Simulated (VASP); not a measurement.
Energy against volume of La2O3 (a-type). Method: PBE GGA with D3 dispersion (zero damping), VASP's PBE PAW potentials (set 64) (plane waves; VASP 6.6.1). Settings: 520 eV cut-off, 7×7×4 Γ-centred mesh, Gaussian smearing of 0.050 eV, potentials La O.

Shape and ions are relaxed at each volume.

```json
[
 {"V (Å³/atom)": "15.756", "E (eV/atom)": "-8.54508"},
 {"V (Å³/atom)": "16.243", "E (eV/atom)": "-8.55127"},
 {"V (Å³/atom)": "16.731", "E (eV/atom)": "-8.54713"},
 {"V (Å³/atom)": "17.218", "E (eV/atom)": "-8.53405"}
]
```

Q: Fit these four points and predict the energy of the run at 15.269 Å³/atom.

A: A cubic in V^(−2/3), the third-order Birch-Murnaghan form, passes through the four points with V0 = 16.28 Å³/atom and B0 = 112 GPa, and gives -8.5270 eV/atom there. The run gave -8.5270 eV/atom, -0.1 meV/atom from the fit; all five points give B0 = 112 GPa.

The compound is La2O3 in the a-type structure. It was relaxed first.
